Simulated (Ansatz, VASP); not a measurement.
## Cross-check of ScZn between VASP and Ansatz

Wanted: the spread between two codes on one cell, functional and k mesh. The cell is taken from a series of runs on this material, whose earlier steps may have relaxed, scaled, displaced or heated it; both programs get it as it stands.

Method: plane waves, with VASP 6.6.1 beside it; relaxation of cell and atoms at PBEsol and zone-centre phonons at PBEsol, in Ansatz 0.2.0.

### Step 1. The starting structure

The structure is cubic, space group Pm-3m (No. 221). The conventional cell has a = 3.302 Å, b = 3.302 Å, c = 3.302 Å, α = 90.00°, β = 90.00°, γ = 90.00°. Sc has 8 Zn at 2.86 Å nearest. Zn has 8 Sc at 2.86 Å nearest. Farther neighbours are not listed.

Structure file:

```xyz
2
Lattice="3.3016 0.0000 0.0000 0.0000 3.3016 0.0000 0.0000 0.0000 3.3016" Properties=species:S:1:pos:R:3 pbc="T T T"
Sc    0.0000    0.0000    0.0000
Zn    1.6508    1.6508    1.6508
```

### Step 2. VASP: relaxation of cell and atoms, PBEsol

The relaxed volume is the usual yardstick between codes: in a stiff, nearly cubic crystal its relative difference is about their pressure difference at one cell divided by the bulk modulus.

Lines of VASP's logs that name or quote its potential files are left out, and so is its time.

INCAR

```
SYSTEM = ScZn
PREC = Accurate
ENCUT = 500
EDIFF = 1E-07
NELM = 120
ISMEAR = 1
SIGMA = 0.2
LREAL = .FALSE.
ALGO = Normal
GGA = PS
NBANDS = 17
LASPH = .TRUE.
LORBIT = 11
LWAVE = .FALSE.
LCHARG = .FALSE.
ISIF = 3
IBRION = 2
NSW = 80
EDIFFG = -0.005
GGA_COMPAT = .FALSE.
NELMIN = 4
KPAR = 2
```

POSCAR

```
ScZn
1.0
    3.3015760000      0.0000000000      0.0000000000
    0.0000000000      3.3015760000      0.0000000000
    0.0000000000      0.0000000000      3.3015760000
Sc Zn
1 1
Direct
    0.0000000000      0.0000000000      0.0000000000
    0.5000000000      0.5000000000      0.5000000000
```

KPOINTS

```
Automatic mesh
0
Gamma
12 12 12
0 0 0
```

PAW data sets: Sc_sv and Zn (PBE family, release 64).

Command:

```sh
mpirun -np 2 vasp_std
```

Numbers of over 12 decimals in the logs are rounded to 6 here.

The log of the run:

```text
[banner, memory and clock lines left out]
running    2 mpi-ranks, on    1 nodes
 distrk:  each k-point on    1 cores,    2 groups
 distr:  one band on    1 cores,    1 groups

 POSCAR found type information on POSCAR ScZn
 POSCAR found :  2 types and       2 ions
|                                                                             |
|               ----> ADVICE to this user running VASP <----                  |
|                                                                             |
|     You enforced a specific xc type in the INCAR file but a different       |
|     [... a line on the potential file left out ...]
|     I HOPE YOU KNOW WHAT YOU ARE DOING!                                     |
|                                                                             |

 LDA part: xc-table for (Slater+PW92), standard interpolation
 POSCAR, INCAR and KPOINTS ok, starting setup
 FFT: planning ... GRIDC
 FFT: planning ... GRID_SOFT
 FFT: planning ... GRID
 WAVECAR not read
 entering main loop
       N       E                     dE             d eps       ncg     rms          rms(c)
DAV:   1     0.147768008261E+03    0.14777E+03   -0.10613E+04  2872   0.162E+03
DAV:   2    -0.466555608795E+01   -0.15243E+03   -0.15081E+03  2872   0.403E+02
DAV:   3    -0.100985741951E+02   -0.54330E+01   -0.53772E+01  4119   0.913E+01
DAV:   4    -0.101709889250E+02   -0.72415E-01   -0.72347E-01  3601   0.949E+00
DAV:   5    -0.101732119244E+02   -0.22230E-02   -0.22229E-02  4193   0.156E+00    0.742E+00
DAV:   6    -0.905177777307E+01    0.11214E+01   -0.31465E+00  3834   0.243E+01    0.238E+00
DAV:   7    -0.897381659457E+01    0.77961E-01   -0.43385E-01  3903   0.615E+00    0.862E-01
DAV:   8    -0.896486813850E+01    0.89485E-02   -0.31337E-02  3947   0.261E+00    0.605E-01
DAV:   9    -0.896093191300E+01    0.39362E-02   -0.43010E-03  3218   0.907E-01    0.800E-02
DAV:  10    -0.896085052482E+01    0.81388E-04   -0.12694E-03  3767   0.380E-01    0.315E-02
DAV:  11    -0.896083309822E+01    0.17427E-04   -0.14356E-04  3870   0.120E-01    0.751E-03
DAV:  12    -0.896083233649E+01    0.76173E-06   -0.32928E-06  3806   0.229E-02    0.230E-03
DAV:  13    -0.896083240492E+01   -0.68430E-07   -0.46981E-07  3236   0.700E-03
   1 F= -.89608324E+01 E0= -.89598995E+01  d E =-.896083E+01
 curvature:   0.00 expect dE= 0.000E+00 dE for cont linesearch  0.000E+00
 trial: gam= 0.00000 g(F)=  0.000E+00 g(S)=  0.137E-03 ort = 0.000E+00 (trialstep = 0.100E+01)
 search vector abs. value=  0.137E-03
 bond charge predicted
       N       E                     dE             d eps       ncg     rms          rms(c)
DAV:   1    -0.896381164962E+01   -0.29793E-02   -0.52658E-02  3047   0.350E+00    0.401E-01
DAV:   2    -0.896114581885E+01    0.26658E-02   -0.11462E-02  3150   0.173E+00    0.119E-01
DAV:   3    -0.896093417261E+01    0.21165E-03   -0.65303E-04  3783   0.366E-01    0.593E-02
DAV:   4    -0.896088716545E+01    0.47007E-04   -0.38337E-05  4010   0.882E-02    0.349E-02
DAV:   5    -0.896086157860E+01    0.25587E-04   -0.19100E-05  3529   0.513E-02    0.289E-03
DAV:   6    -0.896086172203E+01   -0.14343E-06   -0.14806E-06  3063   0.111E-02    0.173E-03
DAV:   7    -0.896086179587E+01   -0.73836E-07   -0.45206E-08  1506   0.305E-03
   2 F= -.89608618E+01 E0= -.89599374E+01  d E =-.293910E-04
 trial-energy change:   -0.000029  1 .order   -0.000032   -0.000137    0.000073
 step:   0.6343(harm=  0.6544)  dis= 0.00000  next Energy=    -8.960875 (dE=-0.428E-04)
 bond charge predicted
       N       E                     dE             d eps       ncg     rms          rms(c)
DAV:   1    -0.896126647258E+01   -0.40475E-03   -0.70096E-03  3054   0.127E+00    0.147E-01
DAV:   2    -0.896091009180E+01    0.35638E-03   -0.15511E-03  3155   0.645E-01    0.439E-02
DAV:   3    -0.896088181703E+01    0.28275E-04   -0.94284E-05  3806   0.141E-01    0.218E-02
DAV:   4    -0.896087572142E+01    0.60956E-05   -0.54142E-06  3976   0.331E-02    0.128E-02
DAV:   5    -0.896087272871E+01    0.29927E-05   -0.26007E-06  3569   0.188E-02    0.104E-03
DAV:   6    -0.896087274049E+01   -0.11772E-07   -0.20604E-07  2163   0.426E-03
   3 F= -.89608727E+01 E0= -.89599450E+01  d E =-.403356E-04
 curvature:  -0.33 expect dE=-0.453E-09 dE for cont linesearch -0.453E-09
 trial: gam=-0.00317 g(F)=  0.192E-67 g(S)=  0.139E-08 ort = 0.437E-06 (trialstep = 0.927E+00)
 search vector abs. value=  0.100E-09
 reached required accuracy - stopping structural energy minimisation
```

From OUTCAR (step 2):

```text
ion  position               nearest neighbor table
   1  0.000  0.000  0.000-   2 2.86   2 2.86   2 2.86   2 2.86   2 2.86   2 2.86   2 2.86   2 2.86

  LATTYP: Found a simple cubic cell.
 ALAT       =     3.3015760000

 Subroutine GETGRP returns: Found 48 space group operations
 (whereof 48 operations were pure point group operations)

The static configuration has the point symmetry O_h .

 Found     84 irreducible k-points:

   k-points           NKPTS =     84   k-points in BZ     NKDIM =     84   number of bands    NBANDS=     17

   dimension x,y,z NGX =    24 NGY =   24 NGZ =   24
   dimension x,y,z NGXF=    48 NGYF=   48 NGZF=   48

   ENCUT  =  500.0 eV  36.75 Ry    6.06 a.u.   6.02  6.02  6.02*2*pi/ulx,y,z

   NELECT =      23.0000    total number of electrons

 k-points in reciprocal lattice and weights: Automatic mesh
   0.00000000  0.00000000  0.00000000       0.001
   0.08333333  0.00000000  0.00000000       0.003
   0.16666667  0.00000000  0.00000000       0.003
   0.25000000  0.00000000  0.00000000       0.003
   0.33333333  0.00000000  0.00000000       0.003
   0.41666667  0.00000000  0.00000000       0.003
   0.50000000  0.00000000  0.00000000       0.002
   0.08333333  0.08333333  0.00000000       0.007
   0.16666667  0.08333333  0.00000000       0.014
[...]
0.50000000  0.50000000  0.41666667       0.003
   0.50000000  0.50000000  0.50000000       0.001

 average (electrostatic) potential at core
       1 -47.0673       2 -35.3294

 E-fermi :   3.7670

 k-point     1 :       0.0000    0.0000    0.0000
  band No.  band energies     occupation
    ...
      6      -3.4355      2.00000
      7      -3.4355      2.00000
      8      -3.1116      2.00000
      9      -3.1116      2.00000
     10      -3.1116      2.00000
     11       3.8530      0.34120
     12       3.8530      0.34120
     13       6.8296     -0.00000
     14       6.8296     -0.00000
     15       6.8296     -0.00000
    ...

 k-point     2 :       0.0833    0.0000    0.0000
  band No.  band energies     occupation
    ...
      7      -3.4168      2.00000
      8      -3.1164      2.00000
      9      -3.1164      2.00000
     10      -3.1095      2.00000
     11       3.8157      0.60129
     12       3.8701      0.24326
     13       6.6103     -0.00000
     14       6.6103     -0.00000
     15       6.8313     -0.00000
     16       8.8894      0.00000
    ...

 k-point     3 :       0.1667    0.0000    0.0000
  band No.  band energies     occupation
    ...
      7      -3.3447      2.00000
      8      -3.1293      2.00000
      9      -3.1293      2.00000
     10      -3.1037      2.00000
     11       3.6068      1.98071
     12       3.9178      0.04542
     13       6.1573     -0.00000
     14       6.1573     -0.00000
     15       6.8359     -0.00000
     16       8.0432      0.00000
    ...

  Total        0.0001386      0.0001386      0.0001386      0.0000000      0.0000000      0.0000000
  in kB        0.0061559      0.0061559      0.0061559      0.0000000      0.0000000      0.0000000
  external PRESSURE =       0.0061559 kB  Pullay stress =       0.0000000 kB

  energy-cutoff  :      500.00
  volume of cell :       36.06
      direct lattice vectors                 reciprocal lattice vectors
     3.303777318 -0.000000000 -0.000000000     0.302683838  0.000000000 -0.000000000
    -0.000000000  3.303777318  0.000000000     0.000000000  0.302683838 -0.000000000
     0.000000000  0.000000000  3.303777318     0.000000000 -0.000000000  0.302683838

 POSITION                                       TOTAL-FORCE (eV/Angst)
 -----------------------------------------------------------------------------------
      0.00000      0.00000      0.00000        -0.000000      0.000000      0.000000
      1.65189      1.65189      1.65189         0.000000      0.000000      0.000000
 -----------------------------------------------------------------------------------
    total drift:                                0.000000      0.000000     -0.000000

  FREE ENERGIE OF THE ION-ELECTRON SYSTEM (eV)
  ---------------------------------------------------
  free  energy   TOTEN  =        -8.9608727405 eV

  energy  without entropy=       -8.9580894629  energy(sigma->0) =       -8.95994498

 reached required accuracy - stopping structural energy minimisation

 total charge
# of ion       s       p       d       tot
------------------------------------------
    1        2.229   6.153   1.027   9.409
    2        0.672   0.510   9.677  10.859
--------------------------------------------------
tot          2.902   6.663  10.704  20.268

[... 3 further parts left out ...]
```

### Step 3. Ansatz: relaxation of cell and atoms, PBEsol

Ansatz runs on its PAW soft_1 files.

The same cell, functional, mesh and smearing now go to Ansatz, which takes its cutoff from its data sets.

input.yaml

```yaml
crystal:
  lattice:
    - [3.301575588, 0.0, 0.0]
    - [0.0, 3.301575588, 0.0]
    - [0.0, 0.0, 3.301575588]
  atoms:
    - { symbol: Sc, position: [0.0, 0.0, 0.0] }
    - { symbol: Zn, position: [0.5, 0.5, 0.5] }
kpoints:
  mp_grid: { grid: [12, 12, 12] }
hamiltonian:
  xc: pbesol
  pseudopotentials: { kind: paw, azcp: { folder: soft_1 }, xc_functional: pbe }
scf:
  occupations: { method: methfessel_paxton, width: 0.2 }
output:
  forces: true
  stress: true
  eigenvalues: true
relax:
  adjacent_minimum: "off"
  f_tol: 0.001
  max_steps: 60
  cell: { stress_tol: 0.01 }
```

Command:

```sh
ansatz run input.yaml --threads 4 --pin off --max-ram 10240MiB --backend cpu --events-out ev --progress --plain --runs-dir out
```

The log of the run:

```text
Engine: ansatz 0.2.0, aarch64-unknown-linux-gnu
Pseudopotentials: kind: paw
Pseudopotential: Sc, paw, valence charge 11, recommended cutoff 420 eV (normal), soft_1/Sc.paw.azcp
Pseudopotential: Zn, paw, valence charge 12, recommended cutoff 420 eV (normal), soft_1/Zn.paw.azcp
Functional definition: PBEsol
  exchange = pbesol_x
  correlation = pbesol_c
Crystal: 2 atoms, lattice volume = 35.988 Å³
Basis set: ecut = 420 eV, 739 PW (Γ), exchange–correlation on 48×48×48 points (8 copies of the dense FFT grid, shifted against one another)
Bands: 16, of which v1, the nominal top of the filled ones, is band 12 counted from 1 (11 counted from 0)
Symmetry: 48 space group operations
Space group: Pm-3m (ITA 221), of the structure as read, at distance tolerance 3.3e-5 Å
k-points: 84 of 1728
Non-local potential: Sc, projectors of the file, l = 0: 3, l = 1: 2, l = 2: 3, l = 3: 1
Non-local potential: Zn, projectors of the file, l = 0: 2, l = 1: 2, l = 2: 3, l = 3: 1
PAW form: soft (Blöchl's): semilocal exchange-correlation on the pseudo side does not see the compensation charge
PAW frozen core: Sc, regenerated for the run's functional, and the local potential with it (the file was generated under x = pbe(κ = 0.804, μ = 0.219515), c = pbe(β = 0.066725))
PAW frozen core: Zn, regenerated for the run's functional, and the local potential with it (the file was generated under x = pbe(κ = 0.804, μ = 0.219515), c = pbe(β = 0.066725))
PAW one-centre angular grid: Sc, 590 points (default); XC on 64 Gauss nodes
PAW one-centre angular grid: Zn, 590 points (default); XC on 64 Gauss nodes
Initial density: superposition of atomic densities (chi_scale 0.1, normalization cell, long waves kept (reshape's long-wave potential 0.00 eV rms))
Initial wavefunctions: pseudopotential atomic-orbital guess
Functional: x = pbesol(κ = 0.804, μ = 0.123457), c = pbesol(β = 0.046)
SCF iter   1: F=—  HF=-5393.762145 eV  |F-HF|=—  |Δ(HF+E_count)|=         —  Δρ=1.05e-1  dr2=3.03e0  ethr=3.10e-3  ⟨swp⟩=4.9  Hψ=6676  notcnv=0
preconditioner: auto → none  [metal: Δε(μ)=0.008 eV  Ē_g=13.099 eV  σ=0.200 eV  W_gap=0.03  n_scr=6 (ndim 8)  ℏωp=28.4 eV  f_vac=0.000  D(μ)=2.62/eV (n_scr^D=26)  sad-step TF]
SCF iter   2: F=—  HF=-5393.218908 eV  |F-HF|=—  |Δ(HF+E_count)|=   5.43e-1  S|Δr|=    0.00e0  Δρ=3.59e-2  dr2=5.40e-1  ethr=3.10e-3  ⟨swp⟩=2.0  Hψ=2995  notcnv=0
SCF iter   3: F=—  HF=-5393.056279 eV  |F-HF|=—  |Δ(HF+E_count)|=   1.63e-1  S|Δr|=    0.00e0  Δρ=9.96e-3  dr2=3.60e-2  ethr=2.35e-3  ⟨swp⟩=1.4  Hψ=2089  notcnv=0
SCF iter   4: F=—  HF=-5393.050630 eV  |F-HF|=—  |Δ(HF+E_count)|=   5.65e-3  S|Δr|=    0.00e0  Δρ=2.18e-3  dr2=4.68e-4  ethr=1.56e-4  ⟨swp⟩=2.0  Hψ=2215  notcnv=0
SCF iter   5: F=—  HF=-5393.051915 eV  |F-HF|=—  |Δ(HF+E_count)|=   1.28e-3  S|Δr|=    0.00e0  Δρ=1.47e-3  dr2=4.96e-4  ethr=2.03e-6  ⟨swp⟩=2.0  Hψ=2286  notcnv=0
SCF iter   6: F=—  HF=-5393.051816 eV  |F-HF|=—  |Δ(HF+E_count)|=   9.87e-5  S|Δr|=    0.00e0  Δρ=4.45e-4  dr2=4.32e-5  ethr=2.03e-6  ⟨swp⟩=2.1  Hψ=1879  notcnv=0
SCF iter   7: F=—  HF=-5393.051803 eV  |F-HF|=—  |Δ(HF+E_count)|=   1.35e-5  S|Δr|=    0.00e0  Δρ=7.06e-6  dr2=9.58e-9  ethr=4.35e-10  ⟨swp⟩=4.7  Hψ=6506  notcnv=0
SCF iter   8: F=-5393.051803 eV  HF=-5393.051803 eV  |F-HF|=3.90e-9  |Δ(HF+E_count)|=   1.99e-9  S|Δr|=    0.00e0  Δρ=4.37e-6  dr2=4.33e-9  ethr=4.17e-11  ⟨swp⟩=1.9  Hψ=4130  notcnv=0
SCF 1 converged in 8 iterations: F = -5393.051803 eV  dr2 = 4.33e-9
  greatest PAW one-centre occupation: 0.998 electrons in one spin orbital (limit 2), on the Sc atom at site 0 (counted from 0), in its partial waves of l = 0
relax step   1: F+E_penalty+E_count = -5393.05180270 eV  Δ(F+E_penalty+E_count) = +0.000e0 eV  max|allowed force component| = 1.673e-29 eV/Å  Δτ_max = 0.0000 Å  P = -0.017 GPa  Ω = 35.988 Å³  (8 SCF iters, dr2 threshold 1.00e-7 eV, accepted)
[...]
relax step   2: F+E_penalty+E_count = -5393.05180564 eV  Δ(F+E_penalty+E_count) = -2.939e-6 eV  max|allowed force component| = 2.630e-30 eV/Å  Δτ_max = 0.0000 Å  P = +0.013 GPa  Ω = 35.976 Å³  energy of the carried Pulay correction = +2.810e-6 eV  (4 SCF iters, dr2 threshold 6.92e-10 eV, accepted)
[...]
relax step   3: F+E_penalty+E_count = -5393.05180462 eV  Δ(F+E_penalty+E_count) = +1.015e-6 eV  max|allowed force component| = 5.062e-30 eV/Å  Δτ_max = 0.0000 Å  P = +0.000 GPa  Ω = 35.981 Å³  energy of the carried Pulay correction = +1.555e-6 eV  (4 SCF iters, dr2 threshold 4.51e-10 eV, accepted)
[...]
relax step   4: F+E_penalty+E_count = -5393.05180462 eV  Δ(F+E_penalty+E_count) = -2.183e-11 eV  max|allowed force component| = 2.104e-30 eV/Å  Δτ_max = 0.0000 Å  P = -0.000 GPa  Ω = 35.981 Å³  stress off target by 4.36e-5 GPa  SCF on the basis re-selected at this cell (its energy is not comparable with the rows above)  (6 SCF iters)
basis re-selected at this cell: Δ(F+E_penalty+E_count) = -2.183e-11 eV, ΔP = -0.000 GPa vs the last step (what re-selecting the basis moved, of the pressure what is left beyond the Pulay correction that the steps carried, after the strain that the cell walked since its last selection, with what the two solves' SCF thresholds leave and, on support functions, any second-order correction that the steps lacked; it is no  [...]
SCF converged after 6 iterations
Stability not checked: this state was not tested for a lower state beside it, because cold or Methfessel-Paxton smearing, or corrected tetrahedra, fill the levels in a way that the test cannot read (fill_not_monotonic; see scf.lower_state_search)
Free energy (F): -5393.051805 eV
Harris-Foulkes:  -5393.051805 eV  (|F-HF|=0.00e0)
Internal energy: -5393.049174 eV  (E = F + TS)
E sigma→0 (E₀):  -5393.051147 eV
Entropy (-TS):   -0.002630 eV (-1.315 meV/atom)
Fermi energy:    10.842035 eV
--- Per-component energies (eV) ---
  E_band       = -100.017396
  E_kinetic    = 355.981288
  E_local      = -2569.705246  (includes V_loc(G=0)·N_el)
  E_nonlocal   = 959.101766
  E_hartree    = 949.557862
  E_xc         = -163.899666
  E_vxc        = -157.802743  (∫ρ·V_xc dr)
  E_paw        = -2823.538961  (= ΣΔE_a)
  E_vpaw       = -586.707953  (= ΣTr[D̂ρ^β])
  E_aug_tail   = -0.000220  (compensation charges beyond the density's cutoff)
  E_ewald      = -2101.472379
  E_core_change = 0.926381  (= ΣΔE_core)
  E_smearing   = -0.002630  (= −TS)
  E_closure    = -0.000000  (closes the sum)
  Σ components = -5393.051805   (vs F -5393.051805, Δ=0.00e0)
--- Forces (eV/Å), atoms counted from 1 ---
  atom   1  Sc     0.00000000     0.00000000    -0.00000000
  atom   2  Zn    -0.00000000     0.00000000     0.00000000
  max |Σ_I F_I| component: 4.21e-30 eV/Å
--- Stress (GPa, compression-positive) ---
       -0.000044      -0.000000      -0.000000
       -0.000000      -0.000044      -0.000000
       -0.000000      -0.000000      -0.000044
  P = ⅓ Tr σ = -0.0000 GPa (-0.000 kbar)
--- Band table (eV; the first three rows and the last of 84) ---
  k-point 0: bands = [... 8 lower, 3.9920, 3.9920, 10.9331, 10.9331, 13.9142, 13.9142, 13.9142, 16.4229]
  k-point 1: bands = [... 8 lower, 3.9871, 3.9941, 10.8954, 10.9494, 13.6917, 13.6917, 13.9155, 15.9476]
  k-point 2: bands = [... 8 lower, 3.9739, 3.9999, 10.6853, 10.9951, 13.2342, 13.2342, 13.9188, 15.1086]
  k-point 83: bands = [... 8 lower, 4.1878, 9.0772, 9.0772, 9.0772, 11.7656, 14.7404, 14.7404, 16.0565]
--- Relaxed structure (3 steps of the walk, 3 accepted, 1 SCFs on fresh bases) ---
  F+E_penalty+E_count = -5393.05180462 eV   max|allowed force component| = 2.104e-30 eV/Å   (the final SCF, on the basis selected at the relaxed cell)
  cell:  # Å, volume = 35.9814 Å³
    - [3.301358, 0, 0]
    - [0, 3.301358, 0]
    - [0, 0, 3.301358]
  atoms:
    - { symbol: Sc, position: [0, 0, 0] }
    - { symbol: Zn, position: [0.5, 0.5, 0.5] }
```

### Step 4. Differences

Known differences besides the potentials themselves: the cutoff is 420 eV in Ansatz and 500 eV in VASP; Ansatz makes its cores anew for this functional, VASP keeps those of its PBE data sets; Ansatz adds a Pulay correction to the stress that steers its cell, VASP none. Total energies have different zeros and are not compared.

Compared:

```tsv
quantity	Ansatz	VASP	difference
volume (Å³)	35.98	36.06	-0.22 %
edge a after relaxation, in the typed setting (Å)	3.301	3.304	-0.07 %
```

(Part 1 of 2 ends here.)

[Lines on the potential files, build, host, timing and source positions are cut from VASP's logs without a mark.]

[Logs are printed without paths, hosts, clocks, repeated set-up lines and the standing remarks that a program may print on its own settings, such as how far it seeks lower states.]

[Hosts, paths, dates, database ids (printed as entryN), source tags and the programs' standing remarks are cut or masked in the printed files.]
